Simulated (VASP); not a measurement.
## TiCl2F: relaxation of cell and atoms with PBE

Crystal: TiCl2F.

```xyz
4
Lattice="-2.5210 2.5210 3.2304 2.5210 -2.5210 3.2304 2.5210 2.5210 -3.2304" Properties=species:S:1:pos:R:3 pbc="T T T"
Ti    0.0000    0.0000    0.0000
Cl    0.0000    2.5210    0.0000
Cl    2.5210    0.0000    0.0000
F     0.0000    0.0000    3.2304
```

The cell was built by a generator and needn't be a form met in nature.

```
Program                : VASP 6.6.1
Task                   : relaxation of cell and atoms
Functional             : PBE
Potentials or basis    : VASP PAW PBE potentials, release 64 (Ti_sv, Cl, F)
Cutoff                 : 520 eV
k mesh                 : 4 × 4 × 4
Occupations            : gaussian, width 0.15 eV
Spin                   : no spin polarisation
Further INCAR settings : PREC = Normal; ALGO = Fast; EDIFF = 0.0001; IBRION = 2; EDIFFG = -0.08; NSW = 24; ISIF = 3
```

```yaml
Relaxed_volume: 18.11 Å³/atom
Relaxed_cell: a = 4.575 Å, b = 4.575 Å, c = 4.575 Å, α = 114.02°, β = 114.02°, γ = 100.71°
Space_group_after_relaxing_to_0.05_Å: I4/mmm (No. 139)
Energy_gained_by_relaxing: 43.2 meV/atom
Ionic_steps: 8
Pressure_after_relaxing: -0.5 GPa
Band_gap_on_the_k_mesh: none (metal or under the smearing width)
```

Stress tensor (GPa, compression positive):
```
-0.68  0.00  0.00
 0.00 -0.68  0.00
 0.00  0.00 -0.11
```

The path:
| step | energy change (eV) | largest force (eV/Å) | pressure (GPa) | volume (Å³) |
| --- | --- | --- | --- | --- |
| 1 | 0.0000 | 0.0000 | -4.39 | 82.12 |
| 2 | -0.1036 | 0.0000 | -0.57 | 75.61 |
| 3 | -0.1038 | 0.0000 | 0.04 | 74.88 |
| 4 | -0.1392 | 0.0000 | 0.62 | 73.40 |
| 5 | -0.1670 | 0.0000 | 1.01 | 71.36 |
| 6 | -0.1691 | 0.0000 | 1.47 | 70.40 |
| 7 | -0.1694 | 0.0000 | 1.15 | 70.68 |
| 8 | -0.1729 | 0.0000 | -0.49 | 72.44 |

Final structure:
```xyz
4
Lattice="-2.4908 2.4908 2.9190 2.4908 -2.4908 2.9190 2.4908 2.4908 -2.9190" Properties=species:S:1:pos:R:3 pbc="T T T"
Ti    0.0000    0.0000    0.0000
Cl    2.4908    0.0000    2.9190
Cl    2.4908    0.0000    0.0000
F     0.0000    0.0000    2.9190
```

Levels at points of the mesh, in eV from the Fermi level:
| k point | band 14 | band 15 | band 16 | band 17 | band 18 | band 19 | band 20 |
| --- | --- | --- | --- | --- | --- | --- | --- |
| (0.00, 0.00, 0.00) | -1.18 | -0.50 | -0.46 | -0.46 | -0.17 | -0.17 | 0.08 |
| (0.50, 0.00, 0.00) | -2.84 | -2.42 | -0.60 | -0.07 | 0.52 | 0.64 | 0.78 |
| (0.50, 0.50, 0.00) | -2.51 | -2.37 | -1.57 | 0.49 | 0.53 | 0.75 | 1.03 |
| (0.50, 0.50, 0.50) | -1.00 | -0.17 | -0.15 | -0.15 | 0.03 | 0.03 | 0.34 |

Wall time 2.3 min on 1 thread of Intel(R) Xeon(R) Platinum 8259CL CPU @ 2.50GHz (Skylake/Cascade Lake) (shared host), peak memory 0.17 GiB.

Caveat: the k mesh is coarse (spacing up to 0.44 Å⁻¹), so the values aren't converged; an odd number of electrons without spin polarisation forces a metal; a magnetic or distorted state may lie lower; semilocal functionals often make such compounds metallic where correlation or magnetic order opens a gap, which also shifts bond lengths; the relaxation stopped at a loose force limit of 0.08 eV/Å, so its end isn't a converged minimum.
